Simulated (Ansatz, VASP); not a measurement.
# AlN in two plane-wave programs, part 3 of 3

Aim: how closely do two programs agree when they are given the same cell, functional and k mesh? The cell is taken from a series of runs on this material, whose earlier steps may have relaxed, scaled, displaced or heated it; both programs get it as it stands.

VASP 6.6.1 and Ansatz 0.2.0.

So far: VASP: zone-centre phonons, PBE, pair 1; Ansatz: zone-centre phonons, PBE, pair 1; Side by side; Ansatz: zone-centre phonons, PBE, pair 2; VASP: zone-centre phonons, PBE, pair 2; Comparison.

### 8. VASP: zone-centre phonons, PBE, pair 3

Level of this step: PBE; plane waves and PAW (N, Al) (VASP).

Second derivatives magnify differences that forces hide, and they need a tight electronic threshold. The cell compared in this pair holds 20.05 Å³, against 19.63 Å³ for the pair before.

Contents of INCAR:

```
SYSTEM = AlN
PREC = Accurate
ENCUT = 600
EDIFF = 1E-08
NELM = 120
ISMEAR = 0
SIGMA = 0.01
LREAL = .FALSE.
ALGO = Normal
GGA = PE
NBANDS = 10
LORBIT = 11
LWAVE = .FALSE.
LCHARG = .FALSE.
ISIF = 2
IBRION = 8
LEPSILON = .TRUE.
LASPH = .TRUE.
GGA_COMPAT = .FALSE.
EFERMI = MIDGAP
KPAR = 2
```

Contents of POSCAR:

```
AlN
1.0
    0.0000000000      2.1563219791      2.1563219791
    2.1563219791      0.0000000000      2.1563219791
    2.1563219791      2.1563219791      0.0000000000
N Al
1 1
Direct
    0.2500000000      0.2500000000      0.2500000000
    0.0000000000      0.0000000000      0.0000000000
```

Contents of KPOINTS:

```
Automatic mesh
0
Gamma
12 12 12
0 0 0
```

Potentials, in the order of the species: N and Al (PBE family, release 64).

Launch:

```bash
> mpirun -np 2 vasp_std
```

Numbers of over 12 decimals in the logs are rounded to 6 here.

Output:

```text
[... set-up lines as in an earlier step ...]
 entering main loop
       N       E                     dE             d eps       ncg     rms          rms(c)
DAV:   1     0.158879643331E+02    0.15888E+02   -0.43121E+03  1456   0.759E+02
DAV:   2    -0.161110863673E+02   -0.31999E+02   -0.31073E+02  1786   0.166E+02
DAV:   3    -0.172496601546E+02   -0.11386E+01   -0.11369E+01  1688   0.308E+01
DAV:   4    -0.172556812243E+02   -0.60211E-02   -0.60208E-02  1654   0.232E+00
[...]
DAV:  12    -0.147984554600E+02   -0.18006E-06   -0.49632E-07  1596   0.617E-03    0.149E-03
DAV:  13    -0.147984554572E+02    0.27511E-08   -0.19191E-07  1632   0.277E-03    0.759E-04
DAV:  14    -0.147984554600E+02   -0.27822E-08   -0.69841E-09   860   0.697E-04
   1 F= -.14798455E+02 E0= -.14798455E+02  d E =0.000000E+00
 Linear response reoptimize wavefunctions to high precision
DAV:   1    -0.147984554602E+02   -0.24846E-09   -0.13968E-09  1030   0.281E-04
DAV:   2    -0.147984554602E+02    0.75602E-11   -0.70402E-11   808   0.995E-05
 Linear response G [H, r] |phi>, progress :
  Direction:   1
[...]
RMM:  11    -0.239538114493E+00   -0.62988E-08   -0.36168E-10  9014   0.234E-05    0.183E-07
 first order change of Fermi-energy   0.97683E-01
 force on displaced ion       1 direction 1 : -16.386   0.000   0.000
 Born effective charge ion    1 direction 1 :  -2.529   0.000   0.000
 Linear response progress:
  Degree of freedom:   2/  2
       N       E                     dE             d eps       ncg     rms          rms(c)
RMM:   1    -0.610536987769E-02   -0.61054E-02   -0.46269E-03 13247   0.715E-01
RMM:   2    -0.551834807708E-02    0.58702E-03   -0.27917E-04  8664   0.153E-01    0.898E-02
RMM:   3    -0.542849556518E-02    0.89853E-04   -0.46405E-05  8948   0.563E-02    0.495E-02
RMM:   4    -0.545745867269E-02   -0.28963E-04   -0.37508E-05  8856   0.556E-02    0.845E-03
[...]
RMM:   8    -0.545966581796E-02   -0.24987E-07    0.22019E-09  9502   0.784E-05    0.234E-05
RMM:   9    -0.545965315838E-02    0.12660E-07    0.45065E-09  9609   0.297E-05    0.374E-06
RMM:  10    -0.545965157698E-02    0.15814E-08    0.61959E-09  9792   0.583E-06    0.219E-06
 first order change of Fermi-energy  -0.97442E-01
 force on displaced ion       2 direction 1 : -16.387  -0.000  -0.000
 Born effective charge ion    2 direction 1 :   2.529   0.000   0.000
 Born effective charges drift removed
 Linear response finished
```

OUTCAR, selected parts (step 8):

```text
  Total        1.6523044      1.6523044      1.6523044     -0.0000000     -0.0000000      0.0000000
  in kB      132.0169900    132.0169900    132.0169900     -0.0000000     -0.0000000      0.0000000
  external PRESSURE =     132.0169900 kB  Pullay stress =       0.0000000 kB

 POSITION                                       TOTAL-FORCE (eV/Angst)
 -----------------------------------------------------------------------------------
      1.07816      1.07816      1.07816         0.000000      0.000000      0.000000
      0.00000      0.00000      0.00000        -0.000000     -0.000000     -0.000000
 -----------------------------------------------------------------------------------
    total drift:                                0.000000      0.000000      0.000000

 MACROSCOPIC STATIC DIELECTRIC TENSOR (including local field effects in DFT)
 ------------------------------------------------------
           4.509087    -0.000000     0.000000
          -0.000000     4.509087     0.000000
          -0.000000    -0.000000     4.509087
 ------------------------------------------------------

 MACROSCOPIC STATIC DIELECTRIC TENSOR IONIC CONTRIBUTION
 ------------------------------------------------------
           3.521077     0.000000     0.000000
           0.000000     3.521077     0.000000
           0.000000     0.000000     3.521077
 ------------------------------------------------------

[... 1 part as in an earlier step ...]

[... 1 further part left out ...]
```

### 9. Ansatz: zone-centre phonons, PBE, pair 3

The same cell, functional and mesh now go to Ansatz, which takes its cutoff from its data sets.

The cell is taken from a series of runs on this material, whose earlier steps may have relaxed, scaled, displaced or heated it; both programs get it as it stands.

Contents of input.yaml:

```yaml
crystal:
  lattice:
    - [0.0, 2.1563219791, 2.1563219791]
    - [2.1563219791, 0.0, 2.1563219791]
    - [2.1563219791, 2.1563219791, 0.0]
  atoms:
    - { symbol: "N", position: [0.25, 0.25, 0.25] }
    - { symbol: Al, position: [0.0, 0.0, 0.0] }
kpoints:
  mp_grid: { grid: [12, 12, 12] }
hamiltonian:
  xc: pbe
  pseudopotentials: { kind: paw, azcp: { folder: soft_1 } }
scf:
  occupations: { method: fixed }
output:
  eigenvalues: true
phonons:
  method: dfpt
  dielectric: true
  rigid_motions: translations
```

Launch:

```bash
> ansatz run input.yaml --threads 4 --pin off --max-ram 10240MiB --backend cpu --events-out ev --progress --plain --runs-dir out
```

Output:

```text
[...]
Crystal: 2 atoms, lattice volume = 20.053 Å³
Basis set: ecut = 420 eV, 387 PW (Γ), exchange–correlation on 48×48×48 points (8 copies of the dense FFT grid, shifted against one another)
Bands: 8, of which v1, the nominal top of the filled ones, is band 4 counted from 1 (3 counted from 0)
Symmetry: 24 space group operations
k-points: 280 of 1728 (irreducible under 4 space group operations, time reversal used)
[...]
optical modes at Γ + LO–TO along q̂ = [1.0000, 0.0000, 0.0000]:
      ω (cm⁻¹)  modes    IR ((D/Å)²/amu)
[...]
optical modes at Γ + LO–TO along q̂ = [0.0000, 1.0000, 0.0000]:
      ω (cm⁻¹)  modes    IR ((D/Å)²/amu)
        694.13      2            32.2968
        928.66      1            16.1484
  optical modes at Γ + LO–TO along q̂ = [0.0000, 0.0000, 1.0000]:
      ω (cm⁻¹)  modes    IR ((D/Å)²/amu)
        694.13      2            32.2968
        928.66      1            16.1484
[key lines of the parts left out:]
SCF converged after 8 iterations
Free energy (F): -924.165589 eV
Fermi energy:    7.369601 eV
```

### 10. Differences

Both answers:

| quantity | Ansatz | VASP | difference |
| --- | --- | --- | --- |
| ε∞ xx | 4.51 | 4.51 | +0.09 % |
| ε∞ yy | 4.51 | 4.51 | +0.09 % |
| ε∞ zz | 4.51 | 4.51 | +0.09 % |
| Born charge of N1 (mean of the diagonal) (e) | -2.54 | -2.53 | -0.01 |
| Born charge of Al2 (mean of the diagonal) (e) | 2.54 | 2.53 | +0.01 |
| optical mode 1 to 3 (cm⁻¹) | 694.1 | 695.3 | -0.17 % |

Modes are paired by rising frequency, not by their patterns, so a pair may set unlike modes beside each other; they are those without the splitting of longitudinal modes.

### 11. Outcome

| Item | Value |
| --- | --- |
| r.m.s. difference of the optical zone-centre modes, each program's sorted by frequency (zone-centre phonons, PBE, pair 1) | 1.4 cm⁻¹ |
| r.m.s. difference of the optical zone-centre modes, each program's sorted by frequency (zone-centre phonons, PBE, pair 2) | 1.2 cm⁻¹ |
| r.m.s. difference of the optical zone-centre modes, each program's sorted by frequency (zone-centre phonons, PBE, pair 3) | 1.2 cm⁻¹ |

**Reading.** The r.m.s. difference of the optical zone-centre modes, each program's sorted by frequency is 1.4 cm⁻¹ (zone-centre phonons, PBE, pair 1). 5 further runs of this series are not shown here. Such differences can come from data sets, numerical settings and the points named under the comparisons, not from the functional's error against experiment.

[Lines on the potential files, build, host, timing and source positions are cut from VASP's logs without a mark.]

[Logs are printed without paths, hosts, clocks, repeated set-up lines and the standing remarks that a program may print on its own settings, such as how far it seeks lower states.]

[Hosts, paths, dates, database ids (printed as entryN), source tags and the programs' standing remarks are cut or masked in the printed files.]
